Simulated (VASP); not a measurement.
A run of VASP 6.6.1:

Contents of INCAR:

```
PREC = Accurate
ENCUT = 520
EDIFF = 1E-6
ISMEAR = -1
SIGMA = 0.1
LREAL = F
LASPH = T
NELM = 100
ALGO = Normal
ISIF = 2
LWAVE = F
LCHARG = F
GGA = PS
NBANDS = 22
```

The input KPOINTS:

```
regular mesh
0
Gamma
  2 2 2
```

The input POSCAR:

```
LuP
1.0
    0.0000000000      2.7618600000      2.7618600000
    2.7618600000      0.0000000000      2.7618600000
    2.7618600000      2.7618600000      0.0000000000
Lu P
1 1
Direct
    0.0000000000      0.0000000000      0.0000000000
    0.5000000000      0.5000000000      0.5000000000
```

Potentials or basis: VASP PAW PBE potentials, release 64 (Lu, P).

Run with:

```bash
$ cat potpaw_PBE.64/Lu/POTCAR potpaw_PBE.64/P/POTCAR > POTCAR
$ mpirun -np 1 vasp_std > vasp.out
```

Hardware: 1 thread of Intel(R) Xeon(R) Platinum 8488C (Sapphire Rapids) (shared host).

**Question.** Estimate the wall time of this run.

**Answer.** Run time: 5 s on 1 thread of Intel(R) Xeon(R) Platinum 8488C (Sapphire Rapids) (shared host), peak memory 0.17 GiB. Counts: scf iterations 12, k points 3.
